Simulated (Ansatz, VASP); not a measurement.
# BN in two plane-wave programs, part 2 of 3

Wanted: the spread between two codes on one cell, functional and k mesh. The cell is taken from a series of runs on this material, whose earlier steps may have relaxed, scaled, displaced or heated it; both programs get it as it stands.

VASP 6.6.1 and Ansatz 0.2.0.

So far: The starting structure; VASP: zone-centre phonons, LDA, pair 1.

## (3) Ansatz: zone-centre phonons, LDA, pair 1

Level of this step: Ansatz beside VASP: Kohn-Sham DFT, plane waves, LDA (Ansatz).

Ansatz runs on its PAW soft_1 files.

The same cell, functional (in two slightly different forms) and mesh now go to Ansatz, which takes its cutoff from its data sets.

Input file input.yaml:

```yaml
crystal:
  lattice:
    - [0.0088505011, 1.798974067, 1.7857353033]
    - [1.798974067, 0.0088505011, 1.7857353033]
    - [1.8078245681, 1.8078245681, 0.0]
  atoms:
    - { symbol: B, position: [0.0001278222, 0.0001278222, -0.0001278222] }
    - { symbol: "N", position: [0.2498721778, 0.2498721778, 0.2501278222] }
kpoints:
  mp_grid: { grid: [12, 12, 12] }
hamiltonian:
  xc: lda
  pseudopotentials: { kind: paw, azcp: { folder: soft_1 }, xc_functional: pbe }
scf:
  occupations: { method: fixed }
output:
  eigenvalues: true
phonons:
  method: dfpt
  dielectric: true
  rigid_motions: translations
```

Launch:

```
$ ansatz run input.yaml --threads 4 --pin off --max-ram 10240MiB --backend cpu --events-out ev --progress --plain --runs-dir out
```

Numbers of over 12 decimals in the logs are rounded to 6 here.

What it wrote:

```text
Engine: ansatz 0.2.0, aarch64-unknown-linux-gnu
Pseudopotentials: kind: paw
Pseudopotential: B, paw, valence charge 3, recommended cutoff 420 eV (normal), soft_1/B.paw.azcp
Pseudopotential: N, paw, valence charge 5, recommended cutoff 420 eV (normal), soft_1/N.paw.azcp
Functional definition: SPW92
  exchange = slater_x
  correlation = pw_c
Crystal: 2 atoms, lattice volume = 11.558 Å³
Basis set: ecut = 420 eV, 245 PW (Γ), exchange–correlation on 36×36×36 points (8 copies of the dense FFT grid, shifted against one another)
Bands: 8, of which v1, the nominal top of the filled ones, is band 4 counted from 1 (3 counted from 0)
Symmetry: 4 space group operations
k-points: 868 of 1728 (irreducible under 1 space group operation, time reversal used)
Non-local potential: B, projectors of the file, l = 0: 2, l = 1: 2, l = 2: 1
Non-local potential: N, projectors of the file, l = 0: 2, l = 1: 2, l = 2: 1
PAW form: soft (Blöchl's): semilocal exchange-correlation on the pseudo side does not see the compensation charge
PAW frozen core: B, regenerated for the run's functional, and the local potential with it (the file was generated under x = pbe(κ = 0.804, μ = 0.219515), c = pbe(β = 0.066725))
PAW frozen core: N, regenerated for the run's functional, and the local potential with it (the file was generated under x = pbe(κ = 0.804, μ = 0.219515), c = pbe(β = 0.066725))
PAW one-centre angular grid: B, 110 points (default); XC on 64 Gauss nodes
PAW one-centre angular grid: N, 110 points (default); XC on 64 Gauss nodes
Initial density: superposition of atomic densities (chi_scale 0.1, normalization cell, long waves kept (reshape's long-wave potential 0.00 eV rms))
Initial wavefunctions: pseudopotential atomic-orbital guess
Functional: x = slater, c = lda
SCF iter   1: F=—  HF=-527.234000 eV  |F-HF|=—  |Δ(HF+E_count)|=         —  Δρ=1.48e-1  dr2=2.02e0  ethr=3.10e-3  ⟨swp⟩=3.9  Hψ=39227  notcnv=0  defer=1430
preconditioner: auto → none  [insulator: Δε(μ)=5.718 eV  Ē_g=20.541 eV  n_scr=0 (ndim 8)  ℏωp=30.9 eV  f_vac=0.000  ε∞_Penn≈3.3]
SCF iter   2: F=—  HF=-526.551624 eV  |F-HF|=—  |Δ(HF+E_count)|=   6.82e-1  Δρ=6.45e-2  dr2=2.67e-1  ethr=3.10e-3  ⟨swp⟩=2.0  Hψ=20370  notcnv=0  defer=220
SCF iter   3: F=—  HF=-526.477666 eV  |F-HF|=—  |Δ(HF+E_count)|=   7.40e-2  Δρ=2.18e-2  dr2=3.36e-2  ethr=3.10e-3  ⟨swp⟩=3.0  Hψ=12201  notcnv=0  defer=1467
SCF iter   4: F=—  HF=-526.467903 eV  |F-HF|=—  |Δ(HF+E_count)|=   9.76e-3  Δρ=2.89e-3  dr2=3.28e-4  ethr=4.20e-4  ⟨swp⟩=3.0  Hψ=12188  notcnv=0  defer=1721
SCF iter   5: F=—  HF=-526.467883 eV  |F-HF|=—  |Δ(HF+E_count)|=   2.03e-5  Δρ=1.72e-4  dr2=1.51e-6  ethr=4.10e-6  ⟨swp⟩=3.0  Hψ=11090  notcnv=0  defer=1736
SCF iter   6: F=—  HF=-526.467883 eV  |F-HF|=—  |Δ(HF+E_count)|=   2.12e-7  Δρ=1.50e-5  dr2=5.60e-9  ethr=1.89e-8  ⟨swp⟩=2.5  Hψ=10391  notcnv=0  defer=132
SCF iter   7: F=—  HF=-526.467883 eV  |F-HF|=—  |Δ(HF+E_count)|=   2.31e-7  Δρ=7.08e-7  dr2=3.11e-11  ethr=1.25e-12  ⟨swp⟩=4.8  Hψ=36609  notcnv=0
SCF iter   8: F=-526.467883 eV  HF=-526.467883 eV  |F-HF|=3.41e-13  |Δ(HF+E_count)|=  6.14e-12  Δρ=9.16e-8  dr2=3.97e-13  ethr=1.00e-12  ⟨swp⟩=4.0  Hψ=26688  notcnv=0
SCF 1 converged in 8 iterations: F = -526.467883 eV  dr2 = 3.97e-13
  greatest PAW one-centre occupation: 0.783 electrons in one spin orbital (limit 2), on the N atom at site 1 (counted from 0), in its partial waves of l = 0
NSCF: frozen V_eff on 4 k-points
DFPT response loops at Γ: preconditioner auto → none (the input reference at scf.mixing.eps_inf says where Resta's filter doesn't serve); β = 0.50; Broyden in place of MSR1
SCF converged after 8 iterations
Free energy (F): -526.467883 eV
Harris-Foulkes:  -526.467883 eV  (|F-HF|=3.41e-13)
Internal energy: -526.467883 eV  (E = F + TS)
E sigma→0 (E₀):  -526.467883 eV
Fermi energy:    11.309819 eV
--- Per-component energies (eV) ---
  E_band       = 26.639820
  E_kinetic    = 184.490298
  E_local      = -157.837488  (includes V_loc(G=0)·N_el)
  E_nonlocal   = 44.112619
  E_hartree    = 47.965616
  E_xc         = -92.676879
  E_vxc        = -115.055619  (∫ρ·V_xc dr)
  E_paw        = -191.677209  (= ΣΔE_a)
  E_vpaw       = -25.002125  (= ΣTr[D̂ρ^β])
  E_aug_tail   = 0.000908  (compensation charges beyond the density's cutoff)
  E_ewald      = -360.971624
  E_core_change = 0.125878  (= ΣΔE_core)
  E_smearing   = -0.000000  (= −TS)
  E_closure    = 0.000000  (closes the sum)
  Σ components = -526.467883   (vs F -526.467883, Δ=0.00e0)
--- Band table (eV; the first three rows and the last of 868) ---
  k-point 0: bands = ["-9.0605", "11.2102", "11.2649", "11.3098", "19.9453", "20.0009", "20.2007", "22.0448"]
  k-point 1: bands = ["-8.8890", "10.3124", "11.0777", "11.0999", "20.2072", "20.3392", "20.4736", "22.5214"]
  k-point 2: bands = ["-8.3804", "8.1812", "10.6231", "10.6648", "20.7274", "20.9573", "21.1022", "23.7204"]
  k-point 867: bands = ["-4.7151", "0.3426", "9.2541", "9.3693", "21.8212", "21.9854", "22.0179", "26.4825"]
--- Phonons (Γ-DFPT): 4 representative perturbations + reference, on 868 of 1728 k-points (Σ response iterations 12) ---
  k mesh reduced under 1 symmetry operation, with k and −k counted as one. Each operation leaves every solved perturbation unchanged. A smaller set is not considered because the run solves the response to a homogeneous field
  ASR residual: 1.038e-5 → 0.000e0 eV/Å²; symmetrization residual: 1.944e-7 eV/Å²
  ASR residual per site (eV/Å²): 1.04e-5 5.98e-6
  Γ frequencies (cm⁻¹): 0.00 0.00 0.00 1041.27 1059.34 1068.66
  ε∞ (high-frequency dielectric tensor):
        4.585414     0.028600     0.000000
        0.028600     4.585414    -0.000000
        0.000000    -0.000000     4.551315
  ε⁰ (static dielectric tensor: ions relaxed, cell fixed):
        6.822058     0.107491     0.000000
        0.107491     6.822058    -0.000000
        0.000000    -0.000000     6.721042
  ε⁰ − ε∞ (ionic part):
        2.236645     0.078891     0.000000
        0.078891     2.236645    -0.000000
        0.000000    -0.000000     2.169728
  softest optical mode at Γ: 1041.27 cm⁻¹; the repairs (sum rule, projections) moved no ω² at Γ by more than (0.61 cm⁻¹)²
  Born effective charges Z* (e; rows j = field, columns β = displacement):
    site 0:
         1.88805    0.00881    0.00000
         0.00881    1.88805   -0.00000
         0.00000   -0.00000    1.86802
    site 1:
        -1.88805   -0.00881   -0.00000
        -0.00881   -1.88805    0.00000
        -0.00000    0.00000   -1.86802
  Z* charge neutrality: 3.232e-6 e pre-enforcement
  k-mesh period / interband length: 30.4 Å / 1.29 Å = 23.51 at k = (0.0000, -0.5000, -0.5000), direct gap 9.422 eV — 14 or more, which is no proof of convergence
  optical modes at Γ without the LO–TO term, one row a degenerate level:
      ω (cm⁻¹)  modes    IR ((D/Å)²/amu)
       1041.27      1            13.6053
       1059.34      1            13.1949
       1068.66      1            13.3538
  optical modes at Γ + LO–TO along q̂ = [1.0000, 0.0000, 0.0000]:
      ω (cm⁻¹)  modes    IR ((D/Å)²/amu)
       1054.45      1            13.4917
       1059.34      1            13.1949
       1287.20      1            13.4674
  optical modes at Γ + LO–TO along q̂ = [0.0000, 1.0000, 0.0000]:
      ω (cm⁻¹)  modes    IR ((D/Å)²/amu)
       1054.45      1            13.4917
       1059.34      1            13.1949
       1287.20      1            13.4674
  optical modes at Γ + LO–TO along q̂ = [0.0000, 0.0000, 1.0000]:
      ω (cm⁻¹)  modes    IR ((D/Å)²/amu)
       1041.27      1            13.6053
       1068.66      1            13.3538
       1287.32      1            13.1949
```

## (4) Differences

Known differences besides the potentials themselves: the two LDA forms differ slightly; fixed occupations in Ansatz, narrow Gaussian smearing in VASP; the cutoff is 420 eV in Ansatz and 600 eV in VASP; VASP's log shows a relativistic correction to its local exchange, Ansatz's none. Total energies have different zeros and are not compared.

The two programs side by side:

```tsv
quantity	Ansatz	VASP	difference
ε∞ xx	4.59	4.58	+0.06 %
ε∞ yy	4.59	4.58	+0.06 %
ε∞ zz	4.55	4.55	+0.06 %
Born charge of B1 (mean of the diagonal) (e)	1.88	1.88	0.00
Born charge of N2 (mean of the diagonal) (e)	-1.88	-1.88	0.00
optical mode 1 (cm⁻¹)	1041.3	1046.1	-0.46 %
optical mode 2 (cm⁻¹)	1059.3	1063.9	-0.43 %
optical mode 3 (cm⁻¹)	1068.7	1073.4	-0.44 %
```

Modes are paired by rising frequency, not by their patterns, so a pair may set unlike modes beside each other; they are those without the splitting of longitudinal modes.

## (5) VASP: zone-centre phonons, LDA, pair 2

Second derivatives magnify differences that forces hide, and they need a tight electronic threshold. The cell compared in this pair holds 11.65 Å³, against 11.56 Å³ for the pair before.

Input file INCAR:

```
SYSTEM = BN
PREC = Accurate
ENCUT = 600
EDIFF = 1E-08
NELM = 120
ISMEAR = 0
SIGMA = 0.01
LREAL = .FALSE.
ALGO = Normal
GGA = CA
NBANDS = 10
LORBIT = 11
LWAVE = .FALSE.
LCHARG = .FALSE.
ISIF = 2
IBRION = 8
LEPSILON = .TRUE.
LASPH = .TRUE.
GGA_COMPAT = .FALSE.
EFERMI = MIDGAP
KPAR = 2
```

Input file POSCAR:

```
BN
1.0
    0.0177096943      1.8080141269      1.7815793591
    1.8080141269      0.0177096943      1.7815793591
    1.8257238212      1.8257238212      0.0000000000
B N
1 1
Direct
    0.0002218163      0.0002218163      0.9997781837
    0.2497781837      0.2497781837      0.2502218163
```

Input file KPOINTS:

```
Automatic mesh
0
Gamma
12 12 12
0 0 0
```

PAW data sets: B and N (LDA family, release 64).

Launch:

```
$ mpirun -np 2 vasp_std
```

What it wrote:

```text
[... set-up lines as in an earlier step ...]
 entering main loop
       N       E                     dE             d eps       ncg     rms          rms(c)
DAV:   1     0.109586760227E+02    0.10959E+02   -0.54700E+03  5696   0.884E+02
DAV:   2    -0.200681192640E+02   -0.31027E+02   -0.30123E+02  6704   0.169E+02
DAV:   3    -0.205617909085E+02   -0.49367E+00   -0.49267E+00  6556   0.188E+01
DAV:   4    -0.205623993291E+02   -0.60842E-03   -0.60841E-03  6146   0.787E-01
[...]
DAV:  11    -0.194048731885E+02   -0.46418E-06   -0.17743E-06  6228   0.980E-03    0.634E-03
DAV:  12    -0.194048731315E+02    0.56953E-07   -0.46931E-07  6148   0.432E-03    0.366E-04
DAV:  13    -0.194048731319E+02   -0.34686E-09   -0.87444E-09  3558   0.938E-04
   1 F= -.19404873E+02 E0= -.19404873E+02  d E =0.000000E+00
 Linear response reoptimize wavefunctions to high precision
DAV:   1    -0.194048731319E+02   -0.24443E-10   -0.31642E-10  3808   0.200E-04
 Linear response G [H, r] |phi>, progress :
  Direction:   1
       N       E                     dE             d eps       ncg     rms
[...]
RMM:  10    -0.226852741547E+00   -0.26682E-09    0.14773E-09 25676   0.119E-05    0.309E-07
 first order change of Fermi-energy   0.92680E-04
 force on displaced ion       2 direction 1 : -24.652   1.313   0.000
 Born effective charge ion    2 direction 1 :  -1.895  -0.018  -0.000
 Linear response progress:
  Degree of freedom:   4/  4
       N       E                     dE             d eps       ncg     rms          rms(c)
RMM:   1    -0.229653860675E+00   -0.22965E+00    0.10061E-01 11325   0.331E+00
RMM:   2    -0.223820885141E+00    0.58330E-02   -0.20105E-03  8643   0.439E-01    0.226E-01
RMM:   3    -0.224807122133E+00   -0.98624E-03   -0.38305E-04  8325   0.157E-01    0.122E-01
RMM:   4    -0.226811549116E+00   -0.20044E-02   -0.36204E-04  8053   0.152E-01    0.230E-02
[...]
RMM:   9    -0.226874790829E+00    0.49226E-07    0.44676E-11  9625   0.266E-05    0.192E-06
RMM:  10    -0.226874772374E+00    0.18455E-07    0.10468E-10  8334   0.132E-05    0.535E-07
RMM:  11    -0.226874773365E+00   -0.99183E-09   -0.13726E-09  6537   0.127E-05    0.275E-08
 first order change of Fermi-energy   0.29984E+00
 force on displaced ion       2 direction 3 :  -0.000  -0.000 -25.056
 Born effective charge ion    2 direction 3 :   0.000   0.000  -1.855
 Born effective charges drift removed
 Linear response finished
```

From OUTCAR (step 5):

```text
  Total       -0.5751081     -0.5751081      0.0647333     -0.6453819      0.0000000      0.0000000
  in kB      -79.1157476    -79.1157476      8.9051513    -88.7830884      0.0000000      0.0000000
  external PRESSURE =     -49.7754480 kB  Pullay stress =       0.0000000 kB

 POSITION                                       TOTAL-FORCE (eV/Angst)
 -----------------------------------------------------------------------------------
      1.82572      1.82572      0.00079         0.000000      0.000000      0.005297
      0.91286      0.91286      0.89000        -0.000000     -0.000000     -0.005297
 -----------------------------------------------------------------------------------
    total drift:                               -0.000001     -0.000001     -0.000006

 MACROSCOPIC STATIC DIELECTRIC TENSOR (including local field effects in DFT)
 ------------------------------------------------------
           4.603725     0.058441     0.000000
           0.058441     4.603725     0.000000
           0.000000     0.000000     4.535912
 ------------------------------------------------------

 MACROSCOPIC STATIC DIELECTRIC TENSOR IONIC CONTRIBUTION
 ------------------------------------------------------
           2.271267     0.163910     0.000000
           0.163910     2.271267     0.000000
           0.000000     0.000000     2.133283
 ------------------------------------------------------

[... 1 part as in an earlier step ...]

[... 1 further part left out ...]
```

## (6) Ansatz: zone-centre phonons, LDA, pair 2

The same cell, functional (in two slightly different forms) and mesh now go to Ansatz, which takes its cutoff from its data sets.

The cell is taken from a series of runs on this material, whose earlier steps may have relaxed, scaled, displaced or heated it; both programs get it as it stands.

input.yaml, the sections that differ from step 3:

```yaml
crystal:
  lattice:
    - [0.0177096943, 1.8080141269, 1.7815793591]
    - [1.8080141269, 0.0177096943, 1.7815793591]
    - [1.8257238212, 1.8257238212, 0.0]
  atoms:
    - { symbol: B, position: [0.0002218163, 0.0002218163, -0.0002218163] }
    - { symbol: "N", position: [0.2497781837, 0.2497781837, 0.2502218163] }
# kpoints, hamiltonian, scf, output, phonons: as in step 3
```

Launch:

```
$ ansatz run input.yaml --threads 4 --pin off --max-ram 10240MiB --backend cpu --events-out ev --progress --plain --runs-dir out
```

What it wrote:

```text
[...]
Crystal: 2 atoms, lattice volume = 11.647 Å³
Basis set: ecut = 420 eV, 245 PW (Γ), exchange–correlation on 36×36×36 points (8 copies of the dense FFT grid, shifted against one another)
Bands: 8, of which v1, the nominal top of the filled ones, is band 4 counted from 1 (3 counted from 0)
Symmetry: 4 space group operations
k-points: 868 of 1728 (irreducible under 1 space group operation, time reversal used)
[...]
optical modes at Γ + LO–TO along q̂ = [1.0000, 0.0000, 0.0000]:
      ω (cm⁻¹)  modes    IR ((D/Å)²/amu)
[...]
optical modes at Γ + LO–TO along q̂ = [0.0000, 1.0000, 0.0000]:
      ω (cm⁻¹)  modes    IR ((D/Å)²/amu)
[...]
1279.07      1            13.5936
  optical modes at Γ + LO–TO along q̂ = [0.0000, 0.0000, 1.0000]:
      ω (cm⁻¹)  modes    IR ((D/Å)²/amu)
       1014.98      1            13.9024
       1070.92      1            13.3845
       1278.58      1            13.0758
[key lines of the parts left out:]
SCF converged after 8 iterations
Free energy (F): -526.458321 eV
Fermi energy:    11.229545 eV
```

## (7) Differences

Compared:

```tsv
quantity	Ansatz	VASP	difference
ε∞ xx	4.61	4.60	+0.06 %
ε∞ yy	4.61	4.60	+0.06 %
ε∞ zz	4.54	4.54	+0.06 %
Born charge of B1 (mean of the diagonal) (e)	1.89	1.88	0.00
Born charge of N2 (mean of the diagonal) (e)	-1.89	-1.88	0.00
optical mode 1 (cm⁻¹)	1015.0	1019.9	-0.48 %
optical mode 2 (cm⁻¹)	1052.2	1056.8	-0.43 %
optical mode 3 (cm⁻¹)	1070.9	1075.9	-0.46 %
```

Modes are paired by rising frequency, not by their patterns, so a pair may set unlike modes beside each other; they are those without the splitting of longitudinal modes.

(Part 2 of 3 ends here.)

[Lines on the potential files, build, host, timing and source positions are cut from VASP's logs without a mark.]

[Logs are printed without paths, hosts, clocks, repeated set-up lines and the standing remarks that a program may print on its own settings, such as how far it seeks lower states.]

[Hosts, paths, dates, database ids (printed as entryN), source tags and the programs' standing remarks are cut or masked in the printed files.]
